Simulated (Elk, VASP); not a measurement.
Input for VASP

File POSCAR:
```
TiOs
1.0
  3.0846300000   0.0000000000   0.0000000000
  0.0000000000   3.0846300000   0.0000000000
  0.0000000000   0.0000000000   3.0846300000
Ti Os
1 1
Cart
  1.5423150000   1.5423150000   1.5423150000
  0.0000000000   0.0000000000   0.0000000000
```

### KPOINTS
```
Automatic mesh
0
Gamma
14 14 14
0 0 0
```

INCAR:
```
ALGO=Normal
EDIFF=1E-6
ENCUT=300
ISIF=2
ISMEAR=0
LASPH=.TRUE.
LCHARG=.FALSE.
LMAXMIX=6
LREAL=.FALSE.
LWAVE=.FALSE.
NELM=100
PREC=Accurate
SIGMA=0.1
SYSTEM=TiOs
```

POTCAR, in this order: Ti_sv Os (LDA.64 set). Program: vasp_std.

Problem. Translate it to Elk.

Solution. One input that does it (LDA (PW92), all-electron FP-LAPW, Elk's shipped species files, APW+lo basis with extra local orbitals):
```
tasks
  0

rgkmax
  8.0

gmaxvr
  16.0

nxlo
  2

lorbcnd
  .true.

rmtscf
  0.91

lmaxi
  3

stype
  0

swidth
  0.00367493

maxscl
  100

avec
    5.8291058958    0.0000000000    0.0000000000
    0.0000000000    5.8291058958    0.0000000000
    0.0000000000    0.0000000000    5.8291058958

atoms
  2
  'Ti.in'
  1
  0.5000000000  0.5000000000  0.5000000000    0.0 0.0 0.0
  'Os.in'
  1
  0.0000000000  0.0000000000  0.0000000000    0.0 0.0 0.0

ngridk
  14 14 14
```
The two runs describe the same crystal, functional and task. Each code takes its own potentials, basis and convergence tests.

VASP also gives the stress here, which the Elk input doesn't ask for.

VASP's LDA is the Perdew-Zunger fit; the other code's may be Perdew-Wang, which differs slightly.

The structure comes from a computed database's TiOs entry (Pm-3m); how it stands against other phases isn't given here. The cell was not relaxed at this level, and it may have been scaled.
